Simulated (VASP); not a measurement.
## SnO2: transverse stress against strain

SnO2 (rutile, P4_2/mnm, 12.615 Å³/atom and stress up to 0.16 GPa in the relaxed cell, c along z) under an equal strain ε along x and y, with z held. PBE in VASP (plane waves, PAW), 600 eV, 8×8×10 Γ-centred mesh, Gaussian smearing 0.05 eV; ions are relaxed, or left where forces stay under 0.02 eV/Å, within the symmetry of each cell. Against the start cell, which lies near the measured one, the relaxed cell differs by 5.6 % in volume and 1.6 % in c; the values below rest on it. Stress is positive for a compressed cell.

Here s stands for strain and y for stress zz.

| strain (%) | stress zz (GPa) |
|---|---|
| -2.00 | ? |
| -1.00 | 2.68 |
| -0.50 | 1.29 |
| 0.00 | 0.00 |
| 0.50 | -1.25 |
| 1.00 | -2.40 |

Task: Using a straight line, estimate the missing y at s = -2.00 from the other rows, showing the fit.

Result: Means: s 0, y 0.064. About the means, the sum of products is -6.3500 and the sum of squares of s is 2.5000; the slope is their ratio. Least squares gives y = 0.064 - 2.5400·s. Residuals (row less fit): 0.076, -0.044, -0.064, -0.044, 0.076; standard error 0.081 (degrees of freedom: 3). The slope gives the elastic constant 2C13 = 254 ± 5 GPa (± standard error of the fit, which holds the terms cut off). At the withheld row, y = 0.064 - 2.5400 × (-2.0) = 5.144 GPa. The calculation gives 5.73 GPa, 0.586 GPa above the prediction (7.2 % of the range of y in the table). The row lies outside the fitted rows, so this is an extrapolation. From the scatter of the fitted rows alone, a prediction at this place has a standard error of 0.135 GPa, so the miss is 4.3 times that.

A polynomial of degree 2 through the 10 other runs of the series gives 5.67 there, so most of the miss is curvature that the fit leaves out. Rows are the converged runs of the series near zero and its far end, less any whose ions stayed unrelaxed beside relaxed ones; series whose fitted rows scatter by over a few per cent of the range, as at a crossing or softening among them, aren't shown in this form. Most that stay on the fit to the last digits aren't either.
